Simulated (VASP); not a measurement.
An input for Ansatz (written as the equivalent of a VASP run, and not itself run):

Ansatz 0.2 input:
```yaml
crystal:
  lattice:
    - [4.1548964, 0.0000000, 0.0000000]
    - [0.0000000, 4.1548964, 0.0000000]
    - [0.0000000, 0.0000000, 4.1548964]
  atoms:
    - { symbol: Ba, position: [0.0000000, 0.0000000, 0.0000000] }
    - { symbol: Hf, position: [0.5000000, 0.5000000, 0.5000000] }
    - { symbol: O, position: [0.5000000, 0.0000000, 0.5000000] }
    - { symbol: O, position: [0.0000000, 0.5000000, 0.5000000] }
    - { symbol: O, position: [0.5000000, 0.5000000, 0.0000000] }
kpoints:
  mp_grid: { grid: [6, 6, 6] }
hamiltonian:
  xc: pbesol
  pseudopotentials: { kind: paw }
scf:
  occupations: { method: gaussian, width: 0.05 }
  max_iter: 100
relax:
  max_steps: 40
  f_tol: 0.02
  cell: {}
output: { forces: true, stress: true, eigenvalues: true }
```

Question: Translate this input to VASP (INCAR, KPOINTS, POSCAR, choice of POTCAR).

Answer: One answer among several that fit: 
KPOINTS:
```
Automatic mesh
0
Gamma
6 6 6
0 0 0
```

### INCAR
```
# general
SYSTEM  = BaHfO3
PREC    = Accurate
ENCUT   = 620
LREAL   = F
LASPH   = T

# electronic loop
EDIFF   = 1E-6
NELM    = 100
ALGO    = Normal
LMAXMIX = 6

# smearing
ISMEAR  = 0
SIGMA   = 0.05

# functional
GGA     = PS

# ions
IBRION  = 2
NSW     = 40
ISIF    = 3
EDIFFG  = -0.02

# output
LWAVE   = F
LCHARG  = F
```

POSCAR:
```
BaHfO3
1.0
  4.1548964234   0.0000000000   0.0000000000
  0.0000000000   4.1548964234   0.0000000000
  0.0000000000   0.0000000000   4.1548964234
Ba Hf O
1 1 3
Cart
  0.0000000000   0.0000000000   0.0000000000
  2.0774482117   2.0774482117   2.0774482117
  2.0774482117   0.0000000000   2.0774482117
  0.0000000000   2.0774482117   2.0774482117
  2.0774482117   2.0774482117   0.0000000000
```

POTCAR, in this order: Ba_sv Hf_pv O (PBE.64 set). Program: vasp_std.

The two are equivalent in intent, not identical: each code has its own PAW files, so the cut-off isn't converted (ENCUT is set for VASP's; basis.ecutwfc is left out, and Ansatz then takes the one that its files recommend); Ansatz stops its SCF on the density residual and VASP on the energy change (EDIFF).

The compound is BaHfO3 in the cubic perovskite structure. It was relaxed first.
